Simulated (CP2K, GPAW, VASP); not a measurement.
KPt: 3 runs at one level of theory

```
Pt K
1.0
     3.00085    0.00000    0.00000
    -1.50042    2.59881    0.00000
     0.00000    0.00000    5.34558
Pt K
1 1
Direct
  0.66667 0.33333 0.00000
  0.00000 0.00000 0.50000
```

The cell comes from a database or a generator and needn't be the stable form of this composition.

Alike in all runs: task single point; functional r2SCAN; dispersion D4; k mesh 10 × 10 × 5; occupations gaussian, width 0.05 eV; no spin polarisation; no spin-orbit coupling. Pressure is positive in compression and, in plane waves, holds the error of the finite cutoff.

```csv
program and potentials,plane-wave cutoff (eV),notes,pressure (GPa)
"VASP, PBE PAW files K_sv, Pt, release 54, 520 eV",520,potentials made for PBE; 9.5 valence electrons an atom on average,-2.73
"CP2K, POTENTIAL_UZH Pt GTH-SCAN-q18, K GTH-SCAN-q9; TZVP-MOLOPT-SCAN-GTH basis",-,atomic basis; 13.5 valence electrons an atom on average,-2.65
"GPAW, GPAW PAW data sets (gpaw-data 1.2.1)",600,potentials made for PBE; 12.5 valence electrons an atom on average,-2.58
```

The pressure spans -2.73 (VASP, PBE PAW files K_sv, Pt, release 54, 520 eV) to -2.58 GPa (GPAW, GPAW PAW data sets (gpaw-data 1.2.1)). Rows in atomic bases carry the error of their basis and grid, which can be large.

Differences between rows come from potentials, basis sets and numerical settings, since the functional is the same but for its coding. Runs on potential files found faulty are left out.
